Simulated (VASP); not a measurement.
Consider the following.

```
CELL_PARAMETERS angstrom
      3.67641     0.00000     0.00000
      0.00000     3.67641     0.00000
      0.00000     0.00000     3.67641
ATOMIC_POSITIONS crystal
  Cu 0.00000 0.50000 0.50000
  Cu 0.50000 0.00000 0.50000
  Cu 0.50000 0.50000 0.00000
  Au 0.00000 0.00000 0.00000
```

These are AM05 GGA, VASP's PBE PAW potentials (set 64) (plane waves; VASP) values and carry that method's errors. Run with 520 eV cut-off, 8×8×8 Γ-centred mesh, first-order Methfessel-Paxton smearing of 0.10 eV, potentials Cu Au.

Q: The job: Cu₃Au (L1_2), 4 atoms, AM05, static run, 520 eV, 8×8×8 Γ-centred mesh. Roughly how much core time does it take on a busy server core?

A: About 30 core-seconds (one run on a shared machine, a rough figure). It had 35 irreducible k-points, 26 bands, up to 1357 plane waves and 15 electronic steps.

The compound is Cu3Au in the L1_2 structure. This cell is one point of a volume scan, at 0.97 of the reference volume.
